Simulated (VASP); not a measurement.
Calculation: PBEsol GGA, VASP's PBE PAW potentials (set 64) (plane waves; VASP).

VASP input:

File POSCAR:
```
Ru
1
    1.3434320530    -2.3268927246     0.0000000000
    1.3434320530     2.3268927246    -0.0000000000
    0.0000000000    -0.0000000000     4.2374216808
Ru
2
Direct
  0.3333330000   0.6666670000   0.2500000000
  0.6666670000   0.3333330000   0.7500000000
```

KPOINTS:
```
Automatic mesh
0
Gamma
14 14 8
0 0 0
```

INCAR:
```
LASPH = .TRUE.
GGA = PS   ! PBEsol
LMAXMIX = 4   ! l cut-off of mixed one-centre charges
ISIF = 3   ! ions, shape and volume
EDIFFG = -0.01   ! ionic stop
LWAVE = .FALSE.
PSTRESS = 20
NELM = 100
EDIFF = 1E-7   ! SCF stop (eV)
IBRION = 2   ! conjugate gradients
LREAL = .FALSE.   ! projection in real space or not
ALGO = Normal   ! blocked Davidson
PREC = Accurate
NSW = 40   ! most ionic steps
LCHARG = .FALSE.
SYSTEM = Ru
ENCUT = 480   ! plane-wave cut-off (eV)
ISMEAR = 1   ! Methfessel-Paxton
SIGMA = 0.1   ! width (eV)
```

POTCAR, in this order: Ru_pv (PBE.64 set). Program: vasp_std.

**Question.** What will the output report for the number of irreducible k-points (NKPTS), number of bands (NBANDS), largest plane-wave count, number of space-group operations, FFT grid (NGX, NGY, NGZ)?

**Answer.** 
```
Item                                          Result
--------------------------------------  ------------
number of irreducible k-points (NKPTS)           120
number of bands (NBANDS)                          18
largest plane-wave count                         651
number of space-group operations                  24
FFT grid (NGX, NGY, NGZ)                20 × 20 × 30
```

The compound is Ru in the hcp structure. It was relaxed first under an external pressure of 2 GPa.
